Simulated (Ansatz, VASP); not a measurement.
## TiNi in two plane-wave programs

Wanted: the spread between two codes on one cell, functional and k mesh.

Calculated with Ansatz 0.2.0; plane waves, with VASP 6.6.1 beside it; single point at LDA.

## 1. The structure

The structure is cubic, space group Pm-3m (No. 221). Conventional cell: a = 2.988 Å, b = 2.988 Å, c = 2.988 Å, α = 90.00°, β = 90.00°, γ = 90.00°. Nearest to Ti lie 8 Ni at 2.59 Å. Ni has 8 Ti at 2.59 Å nearest. Farther neighbours are not listed.

Structure file:

```cif
data_structure
_symmetry_space_group_name_H-M 'P 1'
_symmetry_Int_Tables_number 1
_cell_length_a 2.9881
_cell_length_b 2.9881
_cell_length_c 2.9881
_cell_angle_alpha 90.000
_cell_angle_beta 90.000
_cell_angle_gamma 90.000
_cell_volume 26.68
loop_
_atom_site_label
_atom_site_type_symbol
_atom_site_fract_x
_atom_site_fract_y
_atom_site_fract_z
_atom_site_occupancy
Ti1 Ti 0.50000 0.50000 0.50000 1
Ni2 Ni 0.00000 0.00000 0.00000 1
```

## 2. VASP: single point, LDA

A single point gives forces, pressure and levels at one fixed geometry, so differences don't come from the geometry; what else differs is listed under the comparison.

Lines of VASP's logs that name or quote its potential files are left out, and so is its time.

File INCAR:

```
SYSTEM = TiNi
PREC = Accurate
ENCUT = 400
EDIFF = 1E-06
NELM = 100
ISMEAR = -1
SIGMA = 0.05
LREAL = .FALSE.
ALGO = Normal
GGA = CA
NBANDS = 14
ISPIN = 2
MAGMOM = 1 1
LMAXMIX = 4
LORBIT = 11
LWAVE = .FALSE.
LCHARG = .FALSE.
KPAR = 2
ISIF = 2
```

File POSCAR:

```
TiNi
1.0
    2.9880661300      0.0000000000      0.0000000000
    0.0000000000      2.9880661300      0.0000000000
    0.0000000000      0.0000000000      2.9880661300
Ti Ni
1 1
Direct
    0.5000000000      0.5000000000      0.5000000000
    0.0000000000      0.0000000000      0.0000000000
```

File KPOINTS:

```
Automatic mesh
0
Gamma
8 8 8
0 0 0
```

The projector-augmented-wave data sets are Ti and Ni (PBE family, release 64).

The run is started by

```sh
$ mpirun -np 2 vasp_std
```

Numbers of over 12 decimals in the logs are rounded to 6 here.

The program printed:

```text
[banner, memory and clock lines left out]
running    2 mpi-ranks, on    1 nodes
 distrk:  each k-point on    1 cores,    2 groups
 distr:  one band on    1 cores,    1 groups

 POSCAR found type information on POSCAR TiNi
 POSCAR found :  2 types and       2 ions
|                                                                             |
|               ----> ADVICE to this user running VASP <----                  |
|                                                                             |
|     You enforced a specific xc type in the INCAR file but a different       |
|     [... a line on the potential file left out ...]
|     I HOPE YOU KNOW WHAT YOU ARE DOING!                                     |
|                                                                             |

 LDA part: xc-table for (Slater(with rela. corr.)+CA(PZ))
 , standard interpolation
 POSCAR, INCAR and KPOINTS ok, starting setup
 FFT: planning ... GRIDC
 FFT: planning ... GRID_SOFT
 FFT: planning ... GRID
 WAVECAR not read
 entering main loop
       N       E                     dE             d eps       ncg     rms          rms(c)
DAV:   1     0.438149527120E+02    0.43815E+02   -0.48169E+03  2000   0.888E+02
DAV:   2    -0.170853178370E+02   -0.60900E+02   -0.56006E+02  1996   0.177E+02
DAV:   3    -0.183177256572E+02   -0.12324E+01   -0.12197E+01  2224   0.340E+01
DAV:   4    -0.183284519070E+02   -0.10726E-01   -0.10724E-01  2452   0.281E+00
DAV:   5    -0.183286305439E+02   -0.17864E-03   -0.17864E-03  2298   0.301E-01    0.180E+01
DAV:   6    -0.175580343202E+02    0.77060E+00   -0.20449E+01  2206   0.714E+01    0.117E+01
DAV:   7    -0.167317375833E+02    0.82630E+00   -0.16856E+01  2308   0.588E+01    0.117E+01
DAV:   8    -0.159339476864E+02    0.79779E+00   -0.61139E+00  2318   0.362E+01    0.303E+00
DAV:   9    -0.158439805578E+02    0.89967E-01   -0.26561E-01  2500   0.739E+00    0.832E-01
DAV:  10    -0.158372620276E+02    0.67185E-02   -0.15963E-02  2536   0.137E+00    0.496E-01
DAV:  11    -0.158348685477E+02    0.23935E-02   -0.14937E-03  2104   0.391E-01    0.220E-01
DAV:  12    -0.158346196196E+02    0.24893E-03   -0.14836E-04  2456   0.121E-01    0.988E-02
DAV:  13    -0.158345990228E+02    0.20597E-04   -0.76099E-05  2620   0.117E-01    0.321E-02
DAV:  14    -0.158346042562E+02   -0.52334E-05   -0.82727E-06  2102   0.347E-02    0.917E-03
DAV:  15    -0.158346041303E+02    0.12593E-06   -0.75391E-07   980   0.107E-02
   1 F= -.15834604E+02 E0= -.15823223E+02  d E =-.227615E-01  mag=     0.0001
```

OUTCAR, selected parts (step 2):

```text
ion  position               nearest neighbor table
   1  0.500  0.500  0.500-   2 2.59   2 2.59   2 2.59   2 2.59   2 2.59   2 2.59   2 2.59   2 2.59

  LATTYP: Found a simple cubic cell.
 ALAT       =     2.9880661300

 Subroutine GETGRP returns: Found 48 space group operations
 (whereof 48 operations were pure point group operations)

The static configuration has the point symmetry O_h .

 Found     35 irreducible k-points:

   k-points           NKPTS =     35   k-points in BZ     NKDIM =     35   number of bands    NBANDS=     14

   dimension x,y,z NGX =    20 NGY =   20 NGZ =   20
   dimension x,y,z NGXF=    40 NGYF=   40 NGZF=   40

   ENCUT  =  400.0 eV  29.40 Ry    5.42 a.u.   4.87  4.87  4.87*2*pi/ulx,y,z

   NELECT =      14.0000    total number of electrons

 k-points in reciprocal lattice and weights: Automatic mesh
   0.00000000  0.00000000  0.00000000       0.002
   0.12500000  0.00000000  0.00000000       0.012
   0.25000000  0.00000000  0.00000000       0.012
   0.37500000  0.00000000  0.00000000       0.012
   0.50000000  0.00000000  0.00000000       0.006
   0.12500000  0.12500000  0.00000000       0.023
   0.25000000  0.12500000  0.00000000       0.047
   0.37500000  0.12500000  0.00000000       0.047
   0.50000000  0.12500000  0.00000000       0.023
[...]
0.50000000  0.50000000  0.37500000       0.012
   0.50000000  0.50000000  0.50000000       0.002

 average (electrostatic) potential at core
       1 -23.6250       2 -85.1632

 E-fermi :   5.7744

 spin component 1
 k-point     1 :       0.0000    0.0000    0.0000
  band No.  band energies     occupation
    ...
      2       1.9479      1.00000
      3       1.9479      1.00000
      4       3.8348      1.00000
      5       3.8348      1.00000
      6       3.8348      1.00000
      7       6.2559      0.00007
      8       6.2559      0.00007
      9       8.3826      0.00000
     10       8.3826      0.00000
     11       8.3826      0.00000
    ...

 k-point     2 :       0.1250    0.0000    0.0000
  band No.  band energies     occupation
    ...
      2       2.0712      1.00000
      3       2.0715      1.00000
      4       3.8162      1.00000
      5       3.8162      1.00000
      6       3.8781      1.00000
      7       6.1292      0.00083
      8       6.3015      0.00003
      9       8.0094      0.00000
     10       8.0094      0.00000
     11       8.3320      0.00000
    ...

 k-point     3 :       0.2500    0.0000    0.0000
  band No.  band energies     occupation
    ...
      2       2.3412      1.00000
      3       2.4114      1.00000
      4       3.7779      1.00000
      5       3.7779      1.00000
      6       3.9875      1.00000
      7       5.7780      0.48234
      8       6.2755      0.00004
      9       7.2730      0.00000
     10       7.2730      0.00000
     11       8.2053      0.00000
    ...

 k-point     4 :       0.3750    0.0000    0.0000
  band No.  band energies     occupation
    ...
      4       3.7509      1.00000
      5       3.7509      1.00000
      6       4.1040      1.00000
      7       5.3204      0.99989
      8       5.7469      0.63436
      9       6.6654      0.00000
     10       6.6654      0.00000
     11       8.0713      0.00000
     12       9.8369      0.00000
     13      18.4927      0.00000
    ...

 k-point     5 :       0.5000    0.0000    0.0000
  band No.  band energies     occupation
    ...
      4       3.7437      1.00000
      5       3.7437      1.00000
      6       4.1548      1.00000
      7       5.0676      1.00000
      8       5.2444      0.99998
      9       6.4361      0.00000
     10       6.4361      0.00000
     11       8.0133      0.00000
     12       9.5954      0.00000
     13      20.1679      0.00000
    ...

 k-point     6 :       0.1250    0.1250    0.0000
  band No.  band energies     occupation
    ...
      2       2.1727      1.00000
      3       2.2054      1.00000
      4       3.7275      1.00000
      5       3.7836      1.00000
      6       3.9578      1.00000
      7       6.1283      0.00084
      8       6.2790      0.00004
      9       7.6284      0.00000
     10       7.7302      0.00000
     11       8.3177      0.00000
    ...

  Total       -1.4438994     -1.4438994     -1.4438994     -0.0000000      0.0000000     -0.0000000
  in kB      -86.7115388    -86.7115388    -86.7115388     -0.0000000      0.0000000     -0.0000000
  external PRESSURE =     -86.7115388 kB  Pullay stress =       0.0000000 kB

  energy-cutoff  :      400.00
  volume of cell :       26.68
      direct lattice vectors                 reciprocal lattice vectors
     2.988066130  0.000000000  0.000000000     0.334664615  0.000000000  0.000000000
     0.000000000  2.988066130  0.000000000     0.000000000  0.334664615  0.000000000
     0.000000000  0.000000000  2.988066130     0.000000000  0.000000000  0.334664615

 POSITION                                       TOTAL-FORCE (eV/Angst)
 -----------------------------------------------------------------------------------
      1.49403      1.49403      1.49403         0.000000      0.000000      0.000000
      0.00000      0.00000      0.00000         0.000000      0.000000      0.000000
 -----------------------------------------------------------------------------------
    total drift:                               -0.000000      0.000000     -0.000000

  FREE ENERGIE OF THE ION-ELECTRON SYSTEM (eV)
  ---------------------------------------------------
  free  energy   TOTEN  =       -15.8346041303 eV

  energy  without entropy=      -15.8118426754  energy(sigma->0) =      -15.82322340

 total charge
# of ion       s       p       d       tot
------------------------------------------
    1        0.542   0.703   2.410   3.655
    2        0.590   0.472   8.335   9.396
--------------------------------------------------
tot          1.132   1.175  10.744  13.051

 magnetization (x)
# of ion       s       p       d       tot
------------------------------------------
    1        0.000   0.000   0.000   0.000
    2        0.000   0.000   0.000   0.000
--------------------------------------------------
tot          0.000   0.000   0.000   0.000

[... 6 further parts left out ...]
```

The moments of VASP's start collapse, so its state is non-magnetic. The data set Ti keeps the semicore shell frozen, which is cheaper and a little less accurate.

## 3. Ansatz: single point, LDA

Ansatz runs on its default PAW (the set named soft_2) files.

The same cell, functional (in two slightly different forms), mesh and smearing now go to Ansatz, which takes its cutoff from its data sets.

File input.yaml:

```yaml
crystal:
  lattice:
    - [2.98806613, 0.0, 0.0]
    - [0.0, 2.98806613, 0.0]
    - [0.0, 0.0, 2.98806613]
  atoms:
    - { symbol: Ti, position: [0.5, 0.5, 0.5], spin: 1.0 }
    - { symbol: Ni, position: [0.0, 0.0, 0.0], spin: 1.0 }
hamiltonian:
  xc: lda
  pseudopotentials: { kind: paw }
magnetization:
  spin_polarized: true
kpoints:
  mp_grid: { grid: [8, 8, 8] }
scf:
  occupations: { method: fermi_dirac, width: 0.05 }
  n_extra_bands: 7
output:
  forces: true
  stress: true
  eigenvalues: true
```

The run is started by

```sh
$ ansatz run input.yaml --threads 2 --pin off --max-ram 4608MiB --backend cpu --events-out ev --progress --plain --runs-dir out
```

The program printed:

```text
scf.n_extra_bands = 7 over 15 filled bands (N_el = 30.0): the run solves 22 bands
Engine: ansatz 0.2.0, x86_64-unknown-linux-gnu
Pseudopotentials: kind: paw
Pseudopotential: Ti, paw, valence charge 12, recommended cutoff 420 eV (normal), Ti.paw.azcp
Pseudopotential: Ni, paw, valence charge 18, recommended cutoff 420 eV (normal), Ni.paw.azcp
Functional definition: SPW92
  exchange = slater_x
  correlation = pw_c
Crystal: 2 atoms, lattice volume = 26.679 Å³
Basis set: ecut = 420 eV, 485 PW (Γ)
Bands: 22, of which v1, the nominal top of the filled ones, is band 15 counted from 1 (14 counted from 0)
Symmetry: 48 space group operations
Space group: Pm-3m (ITA 221), of the structure as read, at distance tolerance 3.0e-5 Å
Magnetic group: BNS 221.92 (UNI 1594), of the structure as read, at distance tolerance 3.0e-5 Å
k-points: 35 of 512
Non-local potential: Ti, projectors of the file, l = 0: 3, l = 1: 2, l = 2: 3, l = 3: 1
Non-local potential: Ni, projectors of the file, l = 0: 3, l = 1: 2, l = 2: 3, l = 3: 1
PAW form: soft (Blöchl's): semilocal exchange-correlation on the pseudo side does not see the compensation charge
PAW frozen core: Ti, regenerated for the run's functional, and the local potential with it (the file was generated under x = pbe(κ = 0.804, μ = 0.219515), c = pbe(β = 0.066725))
PAW frozen core: Ni, regenerated for the run's functional, and the local potential with it (the file was generated under x = pbe(κ = 0.804, μ = 0.219515), c = pbe(β = 0.066725))
PAW one-centre angular grid: Ti, 590 points (default); XC on 64 Gauss nodes
PAW one-centre angular grid: Ni, 590 points (default); XC on 64 Gauss nodes
Initial density: superposition of atomic densities (chi_scale 0.1, normalization cell)
Starting moments: Σ|m| = 2 μB on 2 of 2 sites
Initial wavefunctions: pseudopotential atomic-orbital guess
Functional: x = slater, c = lda
SCF iter   1: F=—  HF=-8224.481604 eV  |F-HF|=—  |Δ(HF+E_count)|=         —  Δρ=1.26e-1 (↑1.26e-1 ↓5.37e-2)  dr2=1.85e0  dr2_m=1.81e0  M=0.240 μB ∫|m|=0.240 μB  β_m=0.30  ethr=3.10e-3  ⟨swp⟩=4.0  Hψ=5759  notcnv=0
Mixer restart at iter 1: flushing history
preconditioner: auto → none  [metal: Δε(μ)=0.019 eV  Ē_g=7.173 eV  σ=0.050 eV  W_gap=0.10  n_scr=6 (ndim 8)  ℏωp=26.9 eV  f_vac=0.000  D(μ)=2.42/eV (n_scr^D=26)  sad-step TF]
SCF iter   2: F=—  HF=-8223.757699 eV  |F-HF|=—  |Δ(HF+E_count)|=   7.24e-1  Δρ=7.60e-2 (↑7.25e-2 ↓7.60e-2)  dr2=1.14e0  dr2_m=1.17e0  M=0.127 μB ∫|m|=0.127 μB  β_m=0.58  ethr=3.10e-3  ⟨swp⟩=2.7  Hψ=2865  notcnv=0  defer=84
SCF iter   3: F=—  HF=-8224.512527 eV  |F-HF|=—  |Δ(HF+E_count)|=   7.55e-1  Δρ=6.87e-2 (↑6.87e-2 ↓4.52e-2)  dr2=2.65e0  dr2_m=1.17e-1  M=0.211 μB ∫|m|=0.212 μB  β_m=0.50  ethr=3.10e-3  ⟨swp⟩=3.6  Hψ=3207  notcnv=0  defer=84
SCF iter   4: F=—  HF=-8224.321043 eV  |F-HF|=—  |Δ(HF+E_count)|=   1.91e-1  Δρ=1.59e-2 (↑1.15e-2 ↓1.59e-2)  dr2=3.16e-2  dr2_m=4.10e-2  M=0.040 μB ∫|m|=0.040 μB  β_m=0.54  ethr=3.10e-3  ⟨swp⟩=3.3  Hψ=3284  notcnv=0  defer=55
SCF iter   5: F=—  HF=-8224.407685 eV  |F-HF|=—  |Δ(HF+E_count)|=   8.66e-2  Δρ=6.72e-3 (↑3.67e-3 ↓6.72e-3)  dr2=1.89e-2  dr2_m=6.65e-4  M=0.011 μB ∫|m|=0.012 μB  β_m=0.77  ethr=1.05e-4  ⟨swp⟩=2.0  Hψ=2375  notcnv=0  defer=62
SCF iter   6: F=—  HF=-8224.413866 eV  |F-HF|=—  |Δ(HF+E_count)|=   6.18e-3  Δρ=1.25e-3 (↑1.25e-3 ↓1.14e-3)  dr2=1.74e-4  dr2_m=3.13e-4  M=0.004 μB ∫|m|=0.004 μB  β_m=0.76  ethr=6.29e-5  ⟨swp⟩=2.0  Hψ=2397  notcnv=0  defer=62
SCF iter   7: F=—  HF=-8224.413902 eV  |F-HF|=—  |Δ(HF+E_count)|=   3.65e-5  Δρ=3.64e-4 (↑3.64e-4 ↓2.09e-4)  dr2=4.50e-5  dr2_m=7.36e-6  M=0.000 μB ∫|m|=0.001 μB  β_m=0.88  ethr=5.80e-7  ⟨swp⟩=2.3  Hψ=2247  notcnv=0  defer=62
SCF iter   8: F=—  HF=-8224.413942 eV  |F-HF|=—  |Δ(HF+E_count)|=   4.00e-5  Δρ=9.39e-5 (↑9.39e-5 ↓6.30e-5)  dr2=7.10e-7  dr2_m=1.37e-6  M=0.000 μB ∫|m|=0.000 μB  β_m=0.90  ethr=1.50e-7  ⟨swp⟩=2.1  Hψ=2208  notcnv=0  defer=62
SCF iter   9: F=—  HF=-8224.413942 eV  |F-HF|=—  |Δ(HF+E_count)|=   1.75e-7  Δρ=2.82e-5 (↑2.82e-5 ↓8.75e-6)  dr2=3.04e-7  dr2_m=2.63e-8  M=0.000 μB ∫|m|=0.000 μB  β_m=0.95  ethr=2.37e-9  ⟨swp⟩=2.0  Hψ=2414  notcnv=0  defer=62
SCF iter  10: F=—  HF=-8224.413942 eV  |F-HF|=—  |Δ(HF+E_count)|=   9.91e-9  Δρ=8.11e-6 (↑3.78e-6 ↓8.11e-6)  dr2=2.97e-8  dr2_m=2.17e-9  M=-0.000 μB ∫|m|=0.000 μB  β_m=0.93  ethr=1.01e-9  ⟨swp⟩=1.8  Hψ=1736  notcnv=0  defer=62
SCF iter  11: F=—  HF=-8224.413943 eV  |F-HF|=—  |Δ(HF+E_count)|=   5.52e-9  Δρ=4.08e-6 (↑3.51e-6 ↓4.08e-6)  dr2=1.02e-8  dr2_m=2.04e-11  M=0.000 μB ∫|m|=0.000 μB  β_m=0.69  ethr=9.91e-11  ⟨swp⟩=2.0  Hψ=2110  notcnv=0  defer=62
SCF iter  12: F=-8224.413942 eV  HF=-8224.413943 eV  |F-HF|=1.83e-9  |Δ(HF+E_count)|=  4.51e-10  Δρ=1.68e-6 (↑1.61e-6 ↓1.68e-6)  dr2=2.04e-9  dr2_m=7.53e-13  M=-0.000 μB ∫|m|=0.000 μB  ethr=3.40e-11  ⟨swp⟩=5.9  Hψ=5339  notcnv=0
SCF 1 converged in 12 iterations: F = -8224.413942 eV  dr2 = 2.04e-9
  greatest PAW one-centre occupation: 1.001 electrons in one spin orbital (limit 2), on the Ni atom at site 1 (counted from 0), in its partial waves of l = 1
WARN: the starting moments were not kept: the SCF closed with an absolute magnetisation of 1.5e-6 μB, where they sum to 2 μB in size (2 sites). That is at most 0.1 of that sum. Measured as dr2_m measures the in/out step, that magnetisation stands 6.2e-13 eV from none, at or under the dr2_threshold of 1.0e-7 eV: it is no larger than a step whose dr2_m would equal this threshold. The system may hold no moment; this SCF [...]
SCF converged after 12 iterations
Magnetization: -0.0000 μB (15.0000 up, 15.0000 down)
Absolute magnetization: 0.0000 μB (∫|ρ↑−ρ↓|, with the PAW one-centre terms)
Spin contamination: 0.0000 ħ² per cell (⟨S²⟩ above its minimum at these occupations)
Per-site moments (μB) at R_I (Å): [(-8.717610394946838e-7, 1.067443), (2.4357695968570605e-8, 1.067443)]
Free energy (F): -8224.413942 eV
Harris-Foulkes:  -8224.413943 eV  (|F-HF|=1.83e-9)
Internal energy: -8224.392139 eV  (E = F + TS)
E sigma→0 (E₀):  -8224.403041 eV
Entropy (-TS):   -0.021803 eV (-10.902 meV/atom)
Fermi energy:    16.045774 eV
--- Per-component energies (eV) ---
  E_band       = -450.763374
  E_kinetic    = 556.801627
  E_local      = -4577.135985  (includes V_loc(G=0)·N_el)
  E_nonlocal   = 647.678203
  E_hartree    = 1924.506106
  E_xc         = -182.237951
  E_vxc        = -232.432464  (∫ρ·V_xc dr)
  E_paw        = -2560.515863  (= ΣΔE_a)
  E_vpaw       = -694.683713  (= ΣTr[D̂ρ^β])
  E_aug_tail   = 0.000535  (compensation charges beyond the density's cutoff)
  E_ewald      = -4034.248881
  E_core_change = 0.760071  (= ΣΔE_core)
  E_smearing   = -0.021803  (= −TS)
  E_closure    = -0.000000  (closes the sum)
  Σ components = -8224.413942   (vs F -8224.413942, Δ=0.00e0)
--- Forces (eV/Å), atoms counted from 1 ---
  atom   1  Ti     0.00000000     0.00000000    -0.00000000
  atom   2  Ni    -0.00000000    -0.00000000     0.00000000
  max |Σ_I F_I| component: 1.61e-29 eV/Å
--- Stress (GPa, compression-positive) ---
       -8.472967       0.000000       0.000000
        0.000000      -8.472967       0.000000
        0.000000       0.000000      -8.472967
  P = ⅓ Tr σ = -8.4730 GPa (-84.730 kbar)
--- Band table (eV; the first three rows and the last of 70) ---
  k-point 0 ↑: bands = [... 11 lower, 14.1071, 14.1071, 14.1071, 16.5437, 16.5437, 18.6935, 18.6935, 18.6935, ... 3 higher]
  k-point 1 ↑: bands = [... 11 lower, 14.0875, 14.0875, 14.1499, 16.4148, 16.5895, 18.3114, 18.3114, 18.6423, ... 3 higher]
  k-point 2 ↑: bands = [... 11 lower, 14.0465, 14.0465, 14.2573, 16.0581, 16.5594, 17.5624, 17.5624, 18.5141, ... 3 higher]
  k-point 34 ↓: bands = [... 11 lower, 13.9446, 13.9446, 13.9446, 14.8516, 14.8516, 19.2090, 19.2090, 22.1669, ... 3 higher]
```

Elapsed: 2.4 s, on 2 threads of Intel Xeon Platinum 8488C (Sapphire Rapids), shared host; peak memory 0.38 GiB; 4.2 s of CPU time.

The column dr2 measures how far the density is from self-consistency, as an energy; F and HF (Harris–Foulkes) agree once it is small.

The run ends at a pressure of -8.47 GPa.

## 4. Comparison

Known differences besides the potentials themselves: the two LDA forms differ slightly; the data sets hold 30 valence electrons in Ansatz (default PAW (the set named soft_2) files) and 14 in VASP; the cutoff is 420 eV in Ansatz and 400 eV in VASP; Ansatz makes its cores anew for this functional, VASP keeps those of its PBE data sets; VASP's log shows a relativistic correction to its local exchange, Ansatz's none. Total energies have different zeros and are not compared.

Both answers:

| quantity | Ansatz | VASP | difference |
| --- | --- | --- | --- |
| pressure (GPa) | -8.47 | -8.67 | +0.20 |
| pressure without Ansatz's Pulay correction (GPa) | -8.55 | -8.67 | +0.12 |

Ansatz's pressure holds a Pulay correction of 0.08 GPa; VASP's holds none.

## 5. Outcome

```yaml
difference_in_pressure_single_point_lda: 0.20 GPa
```

The difference in pressure is 0.20 GPa (single point, LDA), within the 1 GPa picked in this series as the mark of a large difference. Such differences can come from data sets, numerical settings and the points named under the comparisons, not from the functional's error against experiment.

[Lines on the potential files, build, host, timing and source positions are cut from VASP's logs without a mark.]

[Logs are printed without paths, hosts, clocks, repeated set-up lines and the standing remarks that a program may print on its own settings, such as how far it seeks lower states.]

[Hosts, paths, dates, database ids (printed as entryN), source tags and the programs' standing remarks are cut or masked in the printed files.]
